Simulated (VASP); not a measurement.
Al4B3P:

```xyz
16
Lattice="3.0579 0.0000 0.0000 -1.5289 2.6482 0.0000 0.0000 0.0000 23.7650" Properties=species:S:1:pos:R:3 pbc="T T T"
Al    1.5289    0.8827    8.4080
Al    0.0000    0.0000   18.8550
Al    0.0000    0.0000    4.9100
Al    0.0000    0.0000   22.1210
Al    0.0000    0.0000    1.6440
Al    0.0000    1.7655   15.3570
Al    0.0000    1.7655   10.7300
Al    1.5289    0.8827   13.0350
B     1.5289    0.8827   20.5220
B     0.0000    1.7655   20.4710
B     0.0000    1.7655    3.2430
B     1.5289    0.8827    3.2940
B     0.0000    1.7655   23.7640
B     1.5289    0.8827    0.0010
P     0.0000    1.7655    6.6230
P     1.5289    0.8827   17.1420
```

The cell was built by a generator and needn't be a form met in nature.

```yaml
Program: VASP 6.6.1
Task: relaxation of cell and atoms
Functional: PBE
Potentials_or_basis: VASP PAW PBE potentials, release 64 (Al, B, P)
Cutoff: 520 eV
k_mesh: 12 × 12 × 2
Occupations: gaussian, width 0.1 eV
Spin: no spin polarisation
```

At the start: pressure -0.2 GPa; volume 12.03 Å³/atom.

Question: How do energy, volume and symmetry change on relaxing?

Answer: Over 21 steps the energy falls by 5.4 meV/atom and the volume is 11.90 Å³/atom (-1.0 %); space group P-3m1 (No. 164, to 0.05 Å).

Step by step:
| step | energy change (eV) | largest force (eV/Å) | pressure (GPa) | volume (Å³) |
| --- | --- | --- | --- | --- |
| 1 | 0.0000 | 0.4446 | -0.16 | 192.44 |
| 2 | -0.0271 | 0.3803 | -0.08 | 192.10 |
| 3 | -0.0472 | 0.2619 | 0.08 | 191.58 |
| 4 | -0.0480 | 0.2351 | 0.13 | 191.44 |
| 5 | -0.0649 | 0.1218 | -0.10 | 191.42 |
| 6 | -0.0697 | 0.1271 | -0.29 | 191.41 |
| 7 | -0.0753 | 0.1070 | 0.10 | 190.71 |
| 8 | -0.0767 | 0.0905 | 0.44 | 190.12 |
| 9 | -0.0801 | 0.0529 | -0.06 | 190.83 |
| 10 | -0.0802 | 0.0524 | -0.12 | 190.91 |
| 11 | -0.0814 | 0.0485 | -0.02 | 190.74 |
| 12 | -0.0819 | 0.0674 | 0.11 | 190.52 |
| 13 | -0.0828 | 0.0638 | 0.08 | 190.55 |
| 14 | -0.0845 | 0.0530 | -0.03 | 190.64 |
| 15 | -0.0841 | 0.0823 | -0.24 | 190.80 |
| 16 | -0.0849 | 0.0478 | -0.12 | 190.71 |
| 17 | -0.0856 | 0.0371 | 0.04 | 190.44 |
| 18 | -0.0856 | 0.0336 | 0.09 | 190.35 |
| 19 | -0.0859 | 0.0163 | -0.01 | 190.49 |
| 20 | -0.0859 | 0.0138 | -0.04 | 190.54 |
| 21 | -0.0859 | 0.0070 | 0.01 | 190.46 |

Final structure:
```yaml
crystal:
  lattice:
    - [3.03902, 0.00000, 0.00000]
    - [-1.51951, 2.63187, 0.00000]
    - [0.00000, 0.00000, 23.81198]
  atoms:
    - { symbol: Al, position: [0.66667, 0.33333, 0.36023] }
    - { symbol: Al, position: [0.00000, 0.00000, 0.79239] }
    - { symbol: Al, position: [0.00000, 0.00000, 0.20761] }
    - { symbol: Al, position: [0.00000, 0.00000, 0.93062] }
    - { symbol: Al, position: [0.00000, 0.00000, 0.06938] }
    - { symbol: Al, position: [0.33333, 0.66667, 0.63977] }
    - { symbol: Al, position: [0.33333, 0.66667, 0.45356] }
    - { symbol: Al, position: [0.66667, 0.33333, 0.54644] }
    - { symbol: B, position: [0.66667, 0.33333, 0.86299] }
    - { symbol: B, position: [0.33333, 0.66667, 0.86038] }
    - { symbol: B, position: [0.33333, 0.66667, 0.13701] }
    - { symbol: B, position: [0.66667, 0.33333, 0.13962] }
    - { symbol: B, position: [0.33333, 0.66667, 0.99936] }
    - { symbol: B, position: [0.66667, 0.33333, 0.00064] }
    - { symbol: P, position: [0.33333, 0.66667, 0.28179] }
    - { symbol: P, position: [0.66667, 0.33333, 0.71821] }
```
